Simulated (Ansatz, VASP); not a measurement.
**GeW: VASP beside Ansatz**

INCAR

```
SYSTEM = GeW
PREC = Accurate ; ENCUT = 520
EDIFF = 1E-7 ; ISMEAR = -1
SIGMA = 0.05 ; LREAL = .FALSE.
LASPH = .TRUE. ; NELM = 80
ALGO = Normal ; ISIF = 2
LWAVE = .FALSE. ; LCHARG = .FALSE.
GGA = PE ; NBANDS = 21
```

KPOINTS

```
regular mesh
0
G
  9 9 9
  0 0 0
```

The input POSCAR:

```
GeW
1.0
    0.0000000000      2.6115298109      2.6115298109
    2.6115298109      0.0000000000      2.6115298109
    2.6115298109      2.6115298109      0.0000000000
Ge W
1 1
Direct
    0.5000000000      0.5000000000      0.5000000000
    0.0000000000      0.0000000000      0.0000000000
```

Contents of input.yaml:

```yaml
crystal:
  lattice:
    - [0.0, 2.6115298109, 2.6115298109]
    - [2.6115298109, 0.0, 2.6115298109]
    - [2.6115298109, 2.6115298109, 0.0]
  atoms:
    - { symbol: Ge, position: [0.5, 0.5, 0.5] }
    - { symbol: W, position: [0.0, 0.0, 0.0] }
hamiltonian:
  xc: pbe
  pseudopotentials: { kind: paw }
kpoints:
  mp_grid: { grid: [9, 9, 9] }
scf:
  occupations: { method: fermi_dirac, width: 0.05 }
output:
  forces: true
  stress: true
  eigenvalues: true
```

The cell was built by a generator and needn't be a form met in nature.

Alike in both runs: task single point; functional PBE; k mesh 9 × 9 × 9; occupations fermi-dirac, width 0.05 eV; no spin polarisation.

|  | VASP | Ansatz |
| --- | --- | --- |
| version | VASP 6.6.1 | Ansatz 0.2.0 |
| potentials or method | VASP PAW PBE potentials, release 64 (Ge_d, W_sv) | Ansatz PAW |
| plane-wave cutoff (eV) | 520 | 420 |
| valence electrons in the cell | 28 | 28 |

Ansatz gave:

- gap on the k mesh at the Fermi level (eV): none
- pressure (GPa): -6.0

Estimate VASP's values.

gap on the k mesh at the Fermi level (eV): none; pressure (GPa): -5.8.

A gap of «none» marks a metal or a gap that the smearing closes.

Spin-orbit coupling is left out, which matters for the levels of W.
